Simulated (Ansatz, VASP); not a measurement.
# PtSe2 (1T-PtSe2 3 layers, AA): VASP beside Ansatz, part 2 of 2

Aim: how closely do two programs agree when they are given the same cell, functional and k mesh? The cell is taken from a series of runs on this material, whose earlier steps may have relaxed, scaled, displaced or heated it; both programs get it as it stands.

VASP 6.6.1 and Ansatz 0.2.0.

So far: Set-up; Ansatz: single point, PBE, spin-orbit coupling; VASP: single point, PBE, spin-orbit coupling.

## Step 3: VASP: single point, PBE, spin-orbit coupling (continued)

Level of this step: PBE, spin-orbit coupling; plane waves and PAW (Se, Pt) (VASP).

Numbers of over 12 decimals in the logs are rounded to 6 here.

From OUTCAR (step 3):

```text
ion  position               nearest neighbor table
   1  0.667  0.333  0.300-   7 2.51   7 2.51   7 2.51
   2  0.333  0.667  0.386-   7 2.49   7 2.49   7 2.49
   3  0.667  0.333  0.458-   8 2.49   8 2.49   8 2.49
   4  0.333  0.667  0.542-   8 2.49   8 2.49   8 2.49
   5  0.667  0.333  0.614-   9 2.49   9 2.49   9 2.49
   6  0.333  0.667  0.700-   9 2.51   9 2.51   9 2.51
   7  0.000  0.000  0.344-   2 2.49   2 2.49   2 2.49   1 2.51   1 2.51   1 2.51
   8  0.000  0.000  0.500-   3 2.49   4 2.49   4 2.49   3 2.49   3 2.49   4 2.49
   9  0.000  0.000  0.656-   5 2.49   5 2.49   5 2.49   6 2.51   6 2.51   6 2.51

  LATTYP: Found a hexagonal cell.
 ALAT       =     3.7139256912
 C/A-ratio  =     8.0691166992

 Subroutine GETGRP returns: Found 12 space group operations
 (whereof 12 operations were pure point group operations)

The static configuration has the point symmetry D_3d.

 Found     19 irreducible k-points:

   k-points           NKPTS =     19   k-points in BZ     NKDIM =     19   number of bands    NBANDS=     84

   dimension x,y,z NGX =    24 NGY =   24 NGZ =  196
   dimension x,y,z NGXF=    48 NGYF=   48 NGZF=  392

   ENCUT  =  400.0 eV  29.40 Ry    5.42 a.u.   6.06  6.06 48.87*2*pi/ulx,y,z

   NELECT =      66.0000    total number of electrons

 k-points in reciprocal lattice and weights: Automatic mesh
   0.00000000  0.00000000  0.00000000       0.007
   0.08333333 -0.00000000  0.00000000       0.042
   0.16666667 -0.00000000  0.00000000       0.042
   0.25000000 -0.00000000  0.00000000       0.042
   0.33333333 -0.00000000  0.00000000       0.042
   0.41666667 -0.00000000  0.00000000       0.042
   0.50000000 -0.00000000  0.00000000       0.021
   0.08333333  0.08333333  0.00000000       0.042
   0.16666667  0.08333333  0.00000000       0.083
[...]
0.33333333  0.25000000  0.00000000       0.083
   0.33333333  0.33333333  0.00000000       0.014

 dipolmoment           0.000000      0.000000      0.000000 electrons x Angstroem

 average (electrostatic) potential at core
       1 -58.0495       2 -58.3771       3 -58.3977       4 -58.3977       5 -58.3771
       6 -58.0495       7 -74.2117       8 -74.2523       9 -74.2117

 E-fermi :   1.1262

 k-point     1 :       0.0000    0.0000    0.0000
  band No.  band energies     occupation
    ...
     60      -0.0718      1.00000
     61       0.1607      1.00000
     62       0.1607      1.00000
     63       0.2055      1.00000
     64       0.2055      1.00000
     65       1.3070      0.02621
     66       1.3070      0.02621
     67       2.2636      0.00000
     68       2.2636      0.00000
     69       2.3423      0.00000
    ...

 k-point     2 :       0.0833   -0.0000    0.0000
  band No.  band energies     occupation
    ...
     60      -0.0501      1.00000
     61       0.0823      1.00000
     62       0.0823      1.00000
     63       0.6924      0.99983
     64       0.6924      0.99983
     65       1.1671      0.30633
     66       1.1671      0.30633
     67       2.1235      0.00000
     68       2.1235      0.00000
     69       2.1975      0.00000
    ...

 k-point     3 :       0.1667   -0.0000    0.0000
  band No.  band energies     occupation
    ...
     62      -0.0319      1.00000
     63       0.2905      1.00000
     64       0.2905      1.00000
     65       0.9261      0.98205
     66       0.9261      0.98205
     67       1.8522      0.00000
     68       1.8522      0.00000
     69       1.9177      0.00000
     70       1.9177      0.00000
     71       1.9902      0.00000
    ...

  Total        9.6587446      9.6587446      8.0660478      0.0000000      0.0000000     -0.0000000
  in kB       43.2289817     43.2289817     36.1006576      0.0000000      0.0000000     -0.0000000
  external PRESSURE =      40.8528737 kB  Pullay stress =       0.0000000 kB

  energy-cutoff  :      400.00
  volume of cell :      357.98
      direct lattice vectors                 reciprocal lattice vectors
     3.713925691  0.000000000  0.000000000     0.269256868  0.155455525  0.000000000
    -1.856962846  3.216353996  0.000000000     0.000000000  0.310911051  0.000000000
     0.000000000  0.000000000 29.968099814     0.000000000  0.000000000  0.033368816

 POSITION                                       TOTAL-FORCE (eV/Angst)
 -----------------------------------------------------------------------------------
      1.85696      1.07212      9.00000         0.000000     -0.000000     -0.590969
     -0.00000      2.14424     11.56074         0.000000     -0.000000      0.170190
      1.85696      1.07212     13.71115        -0.000000     -0.000000     -0.235448
     -0.00000      2.14424     16.25695         0.000000      0.000000      0.235448
      1.85696      1.07212     18.40736        -0.000000      0.000000     -0.170190
     -0.00000      2.14424     20.96810        -0.000000      0.000000      0.590969
      0.00000      0.00000     10.29750         0.000000      0.000000     -0.175521
      0.00000      0.00000     14.98405         0.000000      0.000000      0.000000
      0.00000      0.00000     19.67060         0.000000      0.000000      0.175521
 -----------------------------------------------------------------------------------
    total drift:                                0.000000     -0.000000      0.000000

  FREE ENERGIE OF THE ION-ELECTRON SYSTEM (eV)
  ---------------------------------------------------
  free  energy   TOTEN  =       -43.5519290421 eV

  energy  without entropy=      -43.5361202160  energy(sigma->0) =      -43.54402463

 vacuum level on the upper side and lower side of the slab         5.735         5.735

 Spin-Orbit-Coupling matrix elements
 Ion:    1  E_soc:     -0.0305666
 Ion:    2  E_soc:     -0.0309116
 Ion:    3  E_soc:     -0.0313368
 Ion:    4  E_soc:     -0.0313368
 Ion:    5  E_soc:     -0.0309116
 Ion:    6  E_soc:     -0.0305666
 Ion:    7  E_soc:     -0.7286802
 Ion:    8  E_soc:     -0.7226899
 Ion:    9  E_soc:     -0.7286802

 total charge
# of ion       s       p       d       tot
------------------------------------------
    1        1.477   2.262   0.060   3.798
    2        1.487   2.244   0.082   3.813
    3        1.489   2.242   0.082   3.813
    4        1.489   2.242   0.082   3.813
    5        1.487   2.244   0.082   3.813
    6        1.477   2.262   0.060   3.798
    7        0.692   0.739   8.015   9.447
    8        0.698   0.740   8.038   9.476
    9        0.692   0.739   8.015   9.447
--------------------------------------------------
tot         10.989  15.715  24.516  51.219

 magnetization (x)
# of ion       s       p       d       tot
------------------------------------------
    1       -0.000   0.000   0.000  -0.000
    2       -0.000   0.000  -0.000  -0.000
    3        0.000  -0.000   0.000  -0.000
    4        0.000  -0.000  -0.000  -0.000
    5       -0.000  -0.000  -0.000  -0.000
    6       -0.000   0.000   0.000  -0.000
    7       -0.000   0.000   0.000  -0.000
    8        0.000  -0.000   0.000   0.000
    9       -0.000   0.000   0.000   0.000
--------------------------------------------------
tot         -0.000  -0.000  -0.000  -0.000

 magnetization (y)
# of ion       s       p       d       tot
------------------------------------------
    1        0.000   0.000   0.000   0.000
    2        0.000   0.000   0.000   0.000
    3       -0.000  -0.000   0.000  -0.000
    4       -0.000  -0.000  -0.000  -0.000
    5        0.000   0.000   0.000   0.000
    6        0.000   0.000   0.000   0.000
    7        0.000   0.000  -0.000  -0.000
    8        0.000   0.000   0.000   0.000
    9        0.000   0.000  -0.000  -0.000
--------------------------------------------------
tot         -0.000  -0.000  -0.000  -0.000

 magnetization (z)
# of ion       s       p       d       tot
------------------------------------------
    1        0.000   0.000   0.000   0.000
    2        0.000   0.000   0.000   0.000
    3        0.000   0.000   0.000   0.000
    4        0.000   0.000   0.000   0.000
    5        0.000   0.000   0.000   0.000
    6        0.000   0.000   0.000   0.000
    7        0.000   0.000   0.000   0.000
    8        0.000   0.000   0.000   0.000
    9        0.000   0.000   0.000   0.000
--------------------------------------------------
tot          0.000   0.000   0.000   0.000

[... 3 further parts left out ...]
```

## Step 4: Side by side

Known differences besides the potentials themselves: spin-orbit coupling enters by fully relativistic files in Ansatz and inside the spheres in VASP; the data sets hold 150 valence electrons in Ansatz (on its fully relativistic PAW (standard-fr) files) and 66 in VASP; the cutoff is 420 eV in Ansatz and 400 eV in VASP. Total energies have different zeros and are not compared.

Both answers:

```csv
quantity,Ansatz,VASP,difference
"work function, lower of the two faces (eV)",4.59,4.61,-0.02
"work function, higher of the two faces (eV)",4.59,4.61,-0.02
```

With vacuum in the cell, a pressure given here is an average over mostly empty space and none of the material.

## Step 5: Outcome

```json
{
 "difference in work function, lower of the two faces (single point, PBE, spin-orbit coupling)": "-0.016 eV"
}
```

What this shows: The difference in work function, lower of the two faces is -0.016 eV (single point, PBE, spin-orbit coupling). The data sets hold unlike numbers of valence electrons (150 in Ansatz and 66 in VASP), so part of the differences comes from the potentials. Such differences can come from data sets, numerical settings and the points named under the comparisons, not from the functional's error against experiment.

[Lines on the potential files, build, host, timing and source positions are cut from VASP's logs without a mark.]

[Logs are printed without paths, hosts, clocks, repeated set-up lines and the standing remarks that a program may print on its own settings, such as how far it seeks lower states.]

[Hosts, paths, dates, database ids (printed as entryN), source tags and the programs' standing remarks are cut or masked in the printed files.]
